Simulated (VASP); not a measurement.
# FGaSiClH3 in VASP: a series of runs, part 3 of 3

VASP 6.6.1.

### 5 Electron localisation function, PBE

INCAR

```
PREC = Accurate
ENCUT = 520
EDIFF = 1E-6
ISMEAR = 0
SIGMA = 0.01
LREAL = F
LASPH = T
NELM = 100
ALGO = Normal
ISIF = 2
LWAVE = F
LCHARG = T
GGA = PE
LELF = T
```

KPOINTS

```
regular mesh
0
Gamma
  1 1 1
```

POSCAR

```
GaSiH3ClF
1.0
   14.0000000000      0.0000000000      0.0000000000
    0.0000000000     14.0000000000      0.0000000000
    0.0000000000      0.0000000000     12.0000000000
F Ga Si Cl H
1 1 1 1 3
Direct
    0.5260071400      0.3389642900      0.5416833300
    0.4792857100      0.4420428600      0.4792750000
    0.5645285700      0.5901000000      0.4831416700
    0.3432714300      0.4157357100      0.4044666700
    0.5087214300      0.6640357100      0.4232000000
    0.5786928600      0.6184642900      0.6012000000
    0.6585857100      0.5758571400      0.4284916700
```

Potentials or basis: VASP PAW PBE potentials, release 64 (F, Ga_d, Si, Cl, H).

Started as:

```
$ cat potpaw_PBE.64/F/POTCAR potpaw_PBE.64/Ga_d/POTCAR potpaw_PBE.64/Si/POTCAR potpaw_PBE.64/Cl/POTCAR potpaw_PBE.64/H/POTCAR > POTCAR
$ mpirun -np 1 vasp_gam > vasp.out
```

OUTCAR:

```text
PREC = Accurate
   ENCUT = 520
   EDIFF = 1E-6
   ISMEAR = 0
   LREAL = F
   LASPH = T
   NELM = 100
   ISIF = 2
   GGA = PE

 ion  position               nearest neighbor table
   1  0.526  0.339  0.542-   2 1.75
   2  0.479  0.442  0.479-   1 1.75   4 2.14   3 2.39
   3  0.565  0.590  0.483-   5 1.48   7 1.48   6 1.48   2 2.39
   4  0.343  0.416  0.404-   2 2.14
   5  0.509  0.664  0.423-   3 1.48
   6  0.579  0.618  0.601-   3 1.48
   7  0.659  0.576  0.428-   3 1.48

  LATTYP: Found a simple tetragonal cell.
 ALAT       =    14.0000000000
 C/A-ratio  =     0.8571428571

  Lattice vectors:

 A1 = (  14.0000000000,   0.0000000000,   0.0000000000)
 A2 = (   0.0000000000,  14.0000000000,   0.0000000000)
 A3 = (   0.0000000000,   0.0000000000,  12.0000000000)

Analysis of symmetry for initial positions (statically):
=====================================================================
 Subroutine PRICEL returns:
 Original cell was already a primitive cell.

 Routine SETGRP: Setting up the symmetry group for a
 simple tetragonal supercell.

 Subroutine GETGRP returns: Found  1 space group operations
 (whereof  1 operations were pure point group operations)
 out of a pool of 16 trial point group operations.

The static configuration has the point symmetry C_1 .

Analysis of symmetry for dynamics (positions and initial velocities):
=====================================================================
 Subroutine PRICEL returns:
 Original cell was already a primitive cell.

 Routine SETGRP: Setting up the symmetry group for a
 simple tetragonal supercell.

 Subroutine GETGRP returns: Found  1 space group operations
 (whereof  1 operations were pure point group operations)
 out of a pool of 16 trial point group operations.

The dynamic configuration has the point symmetry C_1 .

 Subroutine INISYM returns: Found  1 space group operations
 (whereof  1 operations are pure point group operations),
 and found     1 'primitive' translations

----------------------------------------------------------------------------------------

                                     Primitive cell

  volume of cell :    2352.0000

  direct lattice vectors                    reciprocal lattice vectors
    14.000000000  0.000000000  0.000000000     0.071428571  0.000000000  0.000000000
     0.000000000 14.000000000  0.000000000     0.000000000  0.071428571  0.000000000
     0.000000000  0.000000000 12.000000000     0.000000000  0.000000000  0.083333333

  length of vectors
    14.000000000 14.000000000 12.000000000     0.071428571  0.071428571  0.083333333

  position of ions in fractional coordinates (direct lattice)
     0.526007140  0.338964290  0.541683330
     0.479285710  0.442042860  0.479275000
     0.564528570  0.590100000  0.483141670
     0.343271430  0.415735710  0.404466670
     0.508721430  0.664035710  0.423200000
     0.578692860  0.618464290  0.601200000
     0.658585710  0.575857140  0.428491670

  ion indices of the primitive-cell ions
   primitive index   ion index
                 1           1
                 2           2
                 3           3
                 4           4
                 5           5
                 6           6
                 7           7

----------------------------------------------------------------------------------------

 KPOINTS: regular mesh

Automatic generation of k-mesh.
 Grid dimensions read from file:
 generate k-points for:    1    1    1

 Generating k-lattice:

  Cartesian coordinates                     Fractional coordinates (reciprocal lattice)
     0.071428571  0.000000000  0.000000000     1.000000000  0.000000000  0.000000000
     0.000000000  0.071428571  0.000000000     0.000000000  1.000000000  0.000000000
     0.000000000  0.000000000  0.083333333     0.000000000  0.000000000  1.000000000

  Length of vectors
     0.071428571  0.071428571  0.083333333

  Shift w.r.t. Gamma in fractional coordinates (k-lattice)
     0.000000000  0.000000000  0.000000000

 Subroutine IBZKPT returns following result:
 ===========================================

 Found      1 irreducible k-points:

 Following reciprocal coordinates:
            Coordinates               Weight
  0.000000  0.000000  0.000000      1.000000
   k-points           NKPTS =      1   k-points in BZ     NKDIM =      1   number of bands    NBANDS=     21
   number of dos      NEDOS =    301   number of ions     NIONS =      7
   total plane-waves  NPLWV = ******
   dimension x,y,z NGX =   108 NGY =  108 NGZ =   90
   dimension x,y,z NGXF=   216 NGYF=  216 NGZF=  180
   ions per type =               1   1   1   1   3
   NGX,Y,Z   is equivalent  to a cutoff of  12.82, 12.82, 12.47 a.u.
   NGXF,Y,Z  is equivalent  to a cutoff of  25.65, 25.65, 24.94 a.u.
 SYSTEM =  unknown system
   PREC   = accura    normal or accurate (medium, high low for compatibility)
   ISTART =      0    job   : 0-new  1-cont  2-samecut
   ICHARG =      2    charge: 1-file 2-atom 10-const
   ISPIN  =      1    spin polarized calculation?
   LNONCOLLINEAR =      F non collinear calculations
   LSORBIT =      F    spin-orbit coupling
   LASPH  =      T    aspherical Exc in radial PAW
   ENCUT  =  520.0 eV  38.22 Ry    6.18 a.u.  26.03 26.03 22.31*2*pi/ulx,y,z
   NELM   =    100;   NELMIN=  2; NELMDL= -5     # of ELM steps
   EDIFF  = 0.1E-05   stopping-criterion for ELM
   LREAL  =      F    real-space projection
   EDIFFG = 0.1E-04   stopping-criterion for IOM
   NSW    =      0    number of steps for IOM
   IBRION =     -1    ionic relax: 0-MD 1-quasi-New 2-CG
   NFREE  =      0    steps in history (QN), initial steepest desc. (CG)
   ISIF   =      2    stress and relaxation
   ISYM   =      2    0-nonsym 1-usesym 2-fastsym
   POTIM  = 0.5000    time-step for ionic-motion
   TEBEG  =    0.0;   TEEND  =   0.0 temperature during run
   PSTRESS=    0.0 pullay stress
   NELECT =      34.0000    total number of electrons
   NUPDOWN=      -1.0000    fix difference up-down
   EMIN   =  10.00;   EMAX   =-10.00  energy-range for DOS
   EFERMI =   0.00;   METHOD = LEGACY
   ISMEAR =     0;   SIGMA  =   0.01  broadening in eV -4-tet -1-fermi 0-gaus
   EFERMI_NEDOS =   21; number of points for ismear=-14 and -15
   IALGO  =     38    algorithm
   IMIX   =      4    mixing-type and parameters
     AMIX     =   0.40;   BMIX     =  1.00
     AMIX_MAG =   1.60;   BMIX_MAG =  1.00
  volume/ion in A,a.u.               =     336.00      2267.44
  Fermi-wavevector in a.u.,A,eV,Ry     =   0.398800  0.753623  2.163892  0.159042
  Thomas-Fermi vector in A             =   1.346578
   LORBIT       =      0    0 simple, 1 ext, 2 COOP (PROOUT), +10 PAW based schemes
   GGA     = PE    functional components
   LHFCALC =     F    Hartree Fock is set to
   AEXX    =    0.0000 exact exchange contribution
   IVDW    =     0    specifies the selected vdW correction
   LEPSILON=     F    determine dielectric tensor
   LRPA    =     F    only Hartree local field effects (RPA)
 non-spin polarized calculation
 Gauss-broadening in eV      SIGMA  =   0.01
  energy-cutoff  :      520.00
  volume of cell :     2352.00
 maximum number of plane-waves:     31679
 NGX is ok and might be reduce to   108
   NGX = 53   NGY = 53   NGZ = 45

 number of electron      34.0000011 magnetization

 Free energy of the ion-electron system (eV)
  ---------------------------------------------------
  ext. energy  EPLUGINS =         0.00000000
  ---------------------------------------------------
  free energy    TOTEN  =       -26.24817232 eV

  energy without entropy =      -26.24817232  energy(sigma->0) =      -26.24817232

 E-fermi :  -7.1371     XC(G=0):  -0.7593

 val. band max:       -7.1918045882   @ k =   0.0000   0.0000   0.0000
 cond. band min:      -2.3945157192   @ k =   0.0000   0.0000   0.0000
 fundamental gap:      4.7972888690
 Fermi energy:        -7.1371029880

 k-point     1 :       0.0000    0.0000    0.0000
  band No.  band energies     occupation
      1     -28.0222      2.00000
      2     -20.6705      2.00000
      3     -19.8861      2.00000
      4     -19.8512      2.00000
      5     -19.8464      2.00000
      6     -19.6816      2.00000
[... 13 lines left out ...]
     20      -0.8740      0.00000
     21      -0.4542      0.00000

------------------------ aborting loop because EDIFF is reached ----------------------------------------

  FORCE on cell =-STRESS in cart. coord.  units (eV):
  Direction    XX          YY          ZZ          XY          YZ          ZX
  --------------------------------------------------------------------------------------
  -------------------------------------------------------------------------------------
  Total        0.5332483      0.6487855      0.4002624     -0.3472428     -0.3312067      0.3029467
  in kB        0.3632476      0.4419513      0.2726579     -0.2365411     -0.2256173      0.2063666
  external PRESSURE =       0.3592856 kB  Pullay stress =       0.0000000 kB

 VOLUME and BASIS-vectors are now :
 -----------------------------------------------------------------------------
  energy-cutoff  :      520.00
  volume of cell :     2352.00
      direct lattice vectors                 reciprocal lattice vectors
    14.000000000  0.000000000  0.000000000     0.071428571  0.000000000  0.000000000
     0.000000000 14.000000000  0.000000000     0.000000000  0.071428571  0.000000000
     0.000000000  0.000000000 12.000000000     0.000000000  0.000000000  0.083333333

 POSITION                                       TOTAL-FORCE (eV/Angst)
 -----------------------------------------------------------------------------------
      7.36410      4.74550      6.50020         0.211109     -0.492068      0.249666
      6.71000      6.18860      5.75130        -0.043026      0.560694     -0.180375
      7.90340      8.26140      5.79770        -0.032591     -0.052064     -0.002225
      4.80580      5.82030      4.85360        -0.163018     -0.048608     -0.072451
      7.12210      9.29650      5.07840        -0.074147      0.060835     -0.057224
      8.10170      8.65850      7.21440         0.005774      0.009590      0.114193
      9.22020      8.06200      5.14190         0.095899     -0.038379     -0.051584
 -----------------------------------------------------------------------------------
    total drift:                               -0.000219      0.000113      0.000309

  FREE ENERGIE OF THE ION-ELECTRON SYSTEM (eV)
  ---------------------------------------------------
  free  energy   TOTEN  =       -26.2481723165 eV

  energy  without entropy=      -26.2481723165  energy(sigma->0) =      -26.24817232
```

Wall time 2.4 min (1 thread of Intel Xeon 6975P-C (Granite Rapids), shared host); peak memory 1.6 GiB.

Results:

```yaml
Free_energy: -26.2482 eV
Largest_force: 0.591 eV/Å
Gap_between_the_frontier_levels: 4.80 eV
```

Forces on the atoms (eV/Å):
```
F    0.211 -0.492  0.250
Ga  -0.043  0.561 -0.180
Si  -0.033 -0.052 -0.002
Cl  -0.163 -0.049 -0.072
H   -0.074  0.061 -0.057
H    0.006  0.010  0.114
H    0.096 -0.038 -0.052
```

Expect the measured gap to be larger: semilocal functionals such as PBE lack the derivative discontinuity.

### 6 Single point, PBE

INCAR

```
SYSTEM = GaSiH3ClF
PREC = Accurate ; ENCUT = 900
EDIFF = 1E-6 ; ISMEAR = 0
SIGMA = 0.01 ; LREAL = .False.
LASPH = .True. ; NELM = 80
ALGO = Fast ; ISIF = 2
LWAVE = .False. ; LCHARG = .False.
GGA = PE
```

KPOINTS

```
Automatic mesh
0
Gamma
  1 1 1
  0 0 0
```

POSCAR

```
GaSiH3ClF
1.0
   14.0000000000      0.0000000000      0.0000000000
    0.0000000000     14.0000000000      0.0000000000
    0.0000000000      0.0000000000     12.0000000000
F Ga Si Cl H
1 1 1 1 3
Cartesian
    7.3640999600      4.7455000600      6.5001999600
    6.7099999400      6.1886000400      5.7513000000
    7.9033999800      8.2614000000      5.7977000400
    4.8058000200      5.8202999400      4.8536000400
    7.1221000200      9.2964999400      5.0784000000
    8.1017000400      8.6585000600      7.2144000000
    9.2201999400      8.0619999600      5.1419000400
```

Potentials or basis: VASP PAW PBE potentials, release 64 (F_h, Ga_h, Si, Cl_h, H_h).

Started as:

```
$ cat potpaw_PBE.64/F_h/POTCAR potpaw_PBE.64/Ga_h/POTCAR potpaw_PBE.64/Si/POTCAR potpaw_PBE.64/Cl_h/POTCAR potpaw_PBE.64/H_h/POTCAR > POTCAR
$ mpirun -np 1 vasp_gam > vasp.out
```

Wall time 6.1 min (1 thread of Intel Xeon 6975P-C (Granite Rapids), shared host); peak memory 3.8 GiB.

It converged, with:

```yaml
Free_energy: -26.2866 eV
Largest_force: 0.521 eV/Å
Gap_between_the_frontier_levels: 4.80 eV
```

Forces on the atoms (eV/Å):
```
F    0.185 -0.434  0.220
Ga   0.014  0.503 -0.135
Si  -0.034 -0.052 -0.003
Cl  -0.195 -0.053 -0.087
H   -0.075  0.063 -0.058
H    0.006  0.011  0.116
H    0.098 -0.038 -0.052
```

Levels at points of the mesh, in eV from the valence-band top:
```csv
k point,band 15,band 16,band 17,band 18,band 19,band 20
"(0.00, 0.00, 0.00)",-0.52,-0.47,0.00,4.80,5.35,6.32
```

Caveat: the cutoff is under 1.25 times the usual one of these potentials, so pressure, stress and relaxed cells hold a basis-set (Pulay) error. Expect the measured gap to be larger: semilocal functionals such as PBE lack the derivative discontinuity.

### 7 The reference run

An earlier run on the cell as given: functional PBE; potentials or basis VASP PAW PBE potentials, release 64 (F, Ga_d, Si, Cl, H); cutoff 520 eV; k mesh 1 × 1 × 1; occupations gaussian, width 0.01 eV; no spin polarisation.

- Largest force: 0.591 eV/Å
- Gap between the frontier levels: 4.80 eV

### 8 The runs side by side

```csv
task,level,potentials or basis,cell,cutoff (eV),gap on the mesh (eV),largest force (eV/Å)
single point,PBE,"VASP PAW PBE potentials, release 64 (F, Ga_d, Si, Cl, H)","atoms moved at random, drawn with an rms of 0.05 Å",520,4.74,1.07
relaxation of the atoms,PBE,"VASP PAW PBE potentials, release 64 (F, Ga_d, Si, Cl, H)","atoms relaxed from: atoms moved at random, drawn with an rms of 0.02 Å",520,4.78,0.01
atomic charges,PBE+TS,"VASP PAW PBE potentials, release 64 (F, Ga_d, Si, Cl, H)",as given,520,4.80,0.59
electron localisation function,PBE,"VASP PAW PBE potentials, release 64 (F, Ga_d, Si, Cl, H)",as given,520,4.80,0.59
single point,PBE,"VASP PAW PBE potentials, release 64 (F_h, Ga_h, Si, Cl_h, H_h)",as given,900,4.80,0.52
single point,PBE,"VASP PAW PBE potentials, release 64 (F, Ga_d, Si, Cl, H)",as given,520,4.80,0.59
```

Alike in all rows: no spin polarisation; k mesh 1 × 1 × 1; smearing gaussian 0.01 eV.

Caveats: the cutoff is under 1.25 times the usual one of these potentials, so pressure, stress and relaxed cells hold a basis-set (Pulay) error (some runs).

Absolute energies hang on the potentials; compare differences alone.
